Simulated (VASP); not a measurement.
These are PBEsol GGA, VASP's PBE PAW potentials (set 64) (plane waves; VASP) values and carry that method's errors.

VASP input:

KPOINTS:
```
Automatic mesh
0
Gamma
6 6 6
0 0 0
```

INCAR:
```
SYSTEM = Be4SeTe3
PREC = Accurate
ENCUT = 400
EDIFF = 1E-7
NELM = 100
ALGO = Normal
LREAL = .FALSE.
LASPH = .TRUE.
ISMEAR = -5
GGA = PS
LMAXMIX = 4
LWAVE = .FALSE.
LCHARG = .TRUE.
LORBIT = 11
NEDOS = 601
ISIF = 2
```

File POSCAR:
```
Be4SeTe3
10.9930140
  0.5000000007   0.0000000000   0.0000000000
  0.0000000000   0.5000000007   0.0000000000
  0.0000000000   0.0000000000   0.5000000007
Be Te Se
4 3 1
Cart
  0.0054291952   0.4945708056   0.4945708056
  0.2445708052   0.2554291955   0.4945708056
  0.2445708052   0.4945708056   0.2554291955
  0.0054291952   0.2554291955   0.2554291955
  0.1250000002   0.1250000002   0.1250000002
  0.3750000006   0.3750000006   0.1250000002
  0.3750000006   0.1250000002   0.3750000006
  0.1250000002   0.3750000006   0.3750000006
```

POTCAR, in this order: Be Te Se (PBE.64 set). Program: vasp_std.

Unless said otherwise, spin-orbit coupling is left out, though it shifts the bands of the heavy elements here.

### Question
Estimate the energy per atom (σ→0), band gap (on the k-mesh).

### Answer

- energy per atom (σ→0): -4.236 eV/atom
- band gap (on the k-mesh): 1.81 eV

File OSZICAR:
```
...
DAV:   8    -0.338888248362E+02    0.87163E-03   -0.17418E-02  1073   0.774E-01    0.166E-01
DAV:   9    -0.338892263569E+02   -0.40152E-03   -0.25769E-03  1005   0.250E-01    0.436E-02
DAV:  10    -0.338892565081E+02   -0.30151E-04   -0.11004E-04  1010   0.653E-02    0.342E-02
DAV:  11    -0.338893000212E+02   -0.43513E-04   -0.11780E-04  1032   0.553E-02    0.147E-02
DAV:  12    -0.338893002399E+02   -0.21873E-06   -0.20853E-05  1015   0.235E-02    0.965E-03
DAV:  13    -0.338893001602E+02    0.79731E-07   -0.31596E-06  1060   0.905E-03    0.400E-03
DAV:  14    -0.338893002472E+02   -0.87054E-07   -0.65348E-07  1000   0.343E-03
   1 F= -.33889300E+02 E0= -.33889300E+02  d E =0.000000E+00
```

The structure was generated: Be4SeTe3 was put into an ordered model structure (P-43m), which need not be its known phase. It was relaxed first.
